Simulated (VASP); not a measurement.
Calculation: SCAN meta-GGA, VASP's PBE PAW potentials (set 64) (plane waves; VASP 6.6.1).

VASP ran on this input.

INCAR:
```
SYSTEM = MgS
PREC = Accurate
ENCUT = 520
EDIFF = 1E-6
NELM = 100
ALGO = Normal
LREAL = .FALSE.
LASPH = .TRUE.
ISMEAR = 0
SIGMA = 0.05
METAGGA = SCAN
LMIXTAU = .TRUE.
LWAVE = .FALSE.
LCHARG = .FALSE.
IBRION = 2
ISIF = 3
NSW = 60
EDIFFG = -0.01
```

File KPOINTS:
```
K-points
0
G
 8 8 8
0 0 0
```

### POSCAR
```
MgS
1
    0.0000000000     2.6000000000     2.6000000000
    2.6000000000     0.0000000000     2.6000000000
    2.6000000000     2.6000000000     0.0000000000
Mg S
1 1
Direct
  0.0000000000   0.0000000000   0.0000000000
  0.5000000000   0.5000000000   0.5000000000
```

POTCAR, in this order: Mg S (PBE.64 set). Program: vasp_std.

The resulting files:

**OSZICAR**
```
       N       E                     dE             d eps       ncg     rms          rms(c)
DAV:   1     0.140187121089E+02    0.14019E+02   -0.39051E+03   488   0.844E+02
DAV:   2    -0.185903309511E+02   -0.32609E+02   -0.31450E+02   624   0.113E+02
DAV:   3    -0.196175302755E+02   -0.10272E+01   -0.10272E+01   584   0.274E+01
DAV:   4    -0.196215449868E+02   -0.40147E-02   -0.40147E-02   720   0.199E+00
DAV:   5    -0.196215557695E+02   -0.10783E-04   -0.10783E-04   600   0.736E-02    0.480E+00
DAV:   6    -0.176016591849E+02    0.20199E+01   -0.11493E+00   528   0.756E+00    0.408E+00
DAV:   7    -0.177890187897E+02   -0.18736E+00   -0.32569E-01   464   0.533E+00    0.249E+00
DAV:   8    -0.178179421479E+02   -0.28923E-01   -0.30651E-01   512   0.538E+00    0.124E+00
DAV:   9    -0.176884717020E+02    0.12947E+00   -0.23218E-01   464   0.501E+00    0.778E-01
DAV:  10    -0.179494240003E+02   -0.26095E+00   -0.17203E-01   464   0.482E+00    0.143E-01
DAV:  11    -0.179495045956E+02   -0.80595E-04   -0.14379E-03   696   0.542E-01    0.921E-02
DAV:  12    -0.179495139959E+02   -0.94003E-05   -0.45875E-05   504   0.113E-01    0.892E-02
DAV:  13    -0.179501720959E+02   -0.65810E-03   -0.70301E-04   496   0.233E-01    0.765E-02
DAV:  14    -0.179497766695E+02    0.39543E-03   -0.40879E-04   480   0.299E-01    0.112E-01
DAV:  15    -0.179496908847E+02    0.85785E-04   -0.15518E-05   488   0.546E-02    0.919E-02
DAV:  16    -0.179496516617E+02    0.39223E-04   -0.24313E-05   488   0.548E-02    0.473E-02
DAV:  17    -0.179496456953E+02    0.59664E-05   -0.22190E-06   584   0.159E-02    0.272E-02
DAV:  18    -0.179496463820E+02   -0.68665E-06   -0.40964E-08   280   0.262E-03
   1 F= -.17949646E+02 E0= -.17949646E+02  d E =-.179496E+02
       N       E                     dE             d eps       ncg     rms          rms(c)
DAV:   1    -0.179538384932E+02   -0.41928E-02   -0.84242E-02   544   0.195E+00    0.578E-01
DAV:   2    -0.179504872141E+02    0.33513E-02   -0.97632E-03   496   0.597E-01    0.238E-01
DAV:   3    -0.179502608379E+02    0.22638E-03   -0.20204E-03   496   0.325E-01    0.162E-01
DAV:   4    -0.179503157331E+02   -0.54895E-04   -0.22915E-05   568   0.680E-02    0.145E-01
DAV:   5    -0.179503994424E+02   -0.83709E-04   -0.13238E-04   464   0.195E-01    0.567E-02
DAV:   6    -0.179503928489E+02    0.65935E-05   -0.12783E-04   464   0.199E-01    0.152E-02
DAV:   7    -0.179504126725E+02   -0.19824E-04   -0.70138E-06   496   0.477E-02    0.147E-02
DAV:   8    -0.179504098855E+02    0.27870E-05   -0.51055E-06   464   0.312E-02    0.715E-03
DAV:   9    -0.179503896641E+02    0.20221E-04   -0.92870E-06   480   0.487E-02    0.943E-03
DAV:  10    -0.179503905042E+02   -0.84008E-06   -0.36840E-07   456   0.902E-03
   2 F= -.17950391E+02 E0= -.17950391E+02  d E =-.744122E-03
       N       E                     dE             d eps       ncg     rms          rms(c)
DAV:   1    -0.179506620117E+02   -0.27235E-03   -0.47107E-03   544   0.460E-01    0.137E-01
DAV:   2    -0.179504975139E+02    0.16450E-03   -0.55198E-04   496   0.142E-01    0.566E-02
DAV:   3    -0.179504885149E+02    0.89989E-05   -0.11620E-04   496   0.800E-02    0.371E-02
DAV:   4    -0.179504830365E+02    0.54785E-05   -0.13637E-06   568   0.168E-02    0.332E-02
DAV:   5    -0.179504810648E+02    0.19717E-05   -0.69753E-06   464   0.441E-02    0.130E-02
DAV:   6    -0.179504628010E+02    0.18264E-04   -0.81988E-06   480   0.502E-02    0.282E-03
DAV:   7    -0.179504569690E+02    0.58321E-05   -0.87402E-07   496   0.169E-02    0.325E-03
DAV:   8    -0.179504575258E+02   -0.55686E-06   -0.27793E-07   392   0.841E-03
   3 F= -.17950458E+02 E0= -.17950458E+02  d E =-.811144E-03
```

OUTCAR:
```
------------------------ aborting loop because EDIFF is reached ----------------------------------------
  FORCE on cell =-STRESS in cart. coord.  units (eV):
  Direction    XX          YY          ZZ          XY          YZ          ZX
  --------------------------------------------------------------------------------------
  Total        0.0027979      0.0027979      0.0027979     -0.0000000      0.0000000      0.0000000
  in kB        0.1287518      0.1287518      0.1287518     -0.0000000      0.0000000      0.0000000
  external PRESSURE =       0.1287518 kB  Pullay stress =       0.0000000 kB
  volume of cell :       34.82
      direct lattice vectors                 reciprocal lattice vectors
    -0.000000000  2.591721360  2.591721360    -0.192921974  0.192921974  0.192921974
     2.591721360 -0.000000000  2.591721360     0.192921974 -0.192921974  0.192921974
     2.591721360  2.591721360  0.000000000     0.192921974  0.192921974 -0.192921974
 POSITION                                       TOTAL-FORCE (eV/Angst)
 -----------------------------------------------------------------------------------
      0.00000      0.00000      0.00000        -0.000000      0.000000     -0.000000
      2.59172      2.59172      2.59172         0.000000     -0.000000      0.000000
 -----------------------------------------------------------------------------------
    total drift:                                0.000000      0.000000      0.000000
  FREE ENERGIE OF THE ION-ELECTRON SYSTEM (eV)
  ---------------------------------------------------
  free  energy   TOTEN  =       -17.9504575258 eV

  energy  without entropy=      -17.9504575258  energy(sigma->0) =      -17.95045753

 reached required accuracy - stopping structural energy minimisation
```
(Selected blocks of OUTCAR.)

### CONTCAR
```
MgS
   1.00000000000000
    -0.0000000000000000    2.5917213600197204    2.5917213600197204
     2.5917213600197204   -0.0000000000000000    2.5917213600197204
     2.5917213600197204    2.5917213600197204    0.0000000000000000
  Mg              S
     1     1
Direct
     0.0000000000000000    0.0000000000000000    0.0000000000000000
     0.5000000000000000    0.5000000000000000    0.5000000000000000
```

The compound is MgS in the rock salt structure. This run relaxes it. Symmetry was kept, so distortions that lower it aren't found.
